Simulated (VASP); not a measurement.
A convergence study with VASP on WSe₂ (space group no. 194 when undisturbed): a few settings are varied, all else stays as given below, so the limit is that of these other settings. One atom is moved off its site, so that forces are finite.

```xyz
6
Lattice="1.6482 -2.8548 0.0000 1.6482 2.8548 0.0000 0.0000 0.0000 13.0248" Properties=species:S:1:pos:R:3 pbc="T T T"
W      1.6482     0.9516     3.3062
W      1.6482    -0.9516     9.7686
Se     1.6482     0.9516    11.4488
Se     1.6482    -0.9516     4.9364
Se     1.6482    -0.9516     1.5760
Se     1.6482     0.9516     8.0884
```

The numbers are results of PBEsol GGA, VASP's PBE PAW potentials (set 64) (plane waves; VASP), not measurements. The last row used: 300 eV cut-off, 18×18×4 Γ-centred mesh shifted by (0.5, 0.5, 0.5), Fermi-Dirac smearing of 0.050 eV, potentials W_sv Se.

| setting | E (eV/atom) | pressure (GPa) | largest force (eV/Å) | irreducible k-points |
|---|---|---|---|---|
| 2×2×1 mesh | -7.8994 | -3.64 | 1.285 | 2 |
| 3×3×1 mesh | -7.7603 | -2.28 | 1.387 | 4 |
| 4×4×1 mesh | -7.7507 | -2.18 | 1.391 | 6 |
| 5×5×1 mesh | -7.7567 | -2.29 | 1.385 | 9 |
| 6×6×2 mesh | -7.7494 | -2.13 | 1.397 | 21 |
| 7×7×2 mesh | -7.7492 | -2.12 | 1.396 | 28 |
| 8×8×2 mesh | -7.7493 | -2.12 | 1.396 | 36 |
| 9×9×2 mesh | -7.7493 | -2.13 | 1.396 | 45 |
| 10×10×3 mesh | -7.7492 | -2.12 | 1.397 | 85 |
| 11×11×3 mesh | -7.7492 | -2.13 | 1.396 | 102 |
| 12×12×3 mesh | -7.7492 | -2.12 | 1.396 | 120 |
| 13×13×3 mesh | -7.7492 | -2.13 | 1.396 | 140 |
| 15×15×4 mesh | -7.7492 | -2.12 | 1.396 | 240 |
| 16×16×4 mesh | -7.7492 | -2.13 | 1.396 | 272 |
| 18×18×4 mesh | -7.7492 | -2.12 | 1.396 | 342 |

Left out are rungs that failed or repeat a setting and relaxations that didn't move; long series are thinned to 24 rows.

The structure is a typed WSe2 crystal (space group no. 194). The cell was not relaxed at this level, it is distorted from the ideal structure.
